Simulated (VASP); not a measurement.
VASP input:

**POSCAR**
```
PtS2
1
    1.7915018947    -3.1029723765    -0.0000000000
    1.7915018947     3.1029723765     0.0000000000
   -0.0000000000     0.0000000000     4.7029469018
Pt S
1 2
Direct
  0.0000000000   0.0000000000   1.0000000000
  0.3333330000   0.6666670000   0.2572368901
  0.6666670000   0.3333330000   0.7427631099
```

### INCAR
```
! general
SYSTEM    =  PtS2
PREC      =  Accurate
ENCUT     =  520   ! plane-wave cut-off (eV)
LREAL     =  .FALSE.
LASPH     =  .TRUE.   ! aspherical one-centre terms

! electronic loop
EDIFF     =  1E-6   ! SCF stop (eV)
NELM      =  100   ! most electronic steps
ALGO      =  Normal   ! blocked Davidson
LMAXMIX   =  6

! smearing
ISMEAR    =  1
SIGMA     =  0.1   ! width (eV)

! functional
GGA       =  CX
LUSE_VDW  =  .TRUE.
AGGAC     =  0.0

! ions
IBRION    =  2   ! conjugate gradients
NSW       =  60
ISIF      =  3   ! ions, shape and volume
EDIFFG    =  -0.02   ! ionic stop

! output
LWAVE     =  .FALSE.
LCHARG    =  .FALSE.
```

**KPOINTS**
```
Automatic mesh
0
Gamma
9 9 6
0 0 0
```

POTCAR, in this order: Pt S (PBE.64 set). Program: vasp_std.

Question: Write an equivalent input for Quantum ESPRESSO's pw.x.

Answer: One equivalent input (not run):
```
&CONTROL
  calculation = 'vc-relax'
  pseudo_dir = './pseudo'
  outdir = './out'
  tprnfor = .true.
  tstress = .true.
  nstep = 60
  forc_conv_thr = 0.00078
/
&SYSTEM
  ibrav = 0
  nat = 3
  ntyp = 2
  ecutwfc = 84
  occupations = 'smearing'
  smearing = 'methfessel-paxton'
  degauss = 0.00735
  input_dft = 'vdw-df-cx'
/
&ELECTRONS
  conv_thr = 7.3e-08
  electron_maxstep = 100
/
&IONS
/
&CELL
/
ATOMIC_SPECIES
  Pt 195.084 Pt.upf
  S 32.060 S.upf
CELL_PARAMETERS angstrom
     1.7915019   -3.1029724   -0.0000000
     1.7915019    3.1029724    0.0000000
    -0.0000000    0.0000000    4.7029469
ATOMIC_POSITIONS crystal
  Pt   0.0000000  0.0000000  1.0000000
  S    0.3333330  0.6666670  0.2572369
  S    0.6666670  0.3333330  0.7427631
K_POINTS automatic
  9 9 6 0 0 0
```
The two are equivalent in intent, not identical: the potentials are each code's own (VASP's PAW set, PseudoDojo norm-conserving files in pw.x), so ENCUT and ecutwfc are chosen apart and not converted; conv_thr bounds pw.x's estimated SCF error, while EDIFF bounds the energy change between steps; forc_conv_thr acts on force components and is met together with etot_conv_thr.

The compound is PtS2 in the 1T layered structure. This run relaxes it. Symmetry was kept, so distortions that lower it aren't found. The start is the result of an earlier pass.
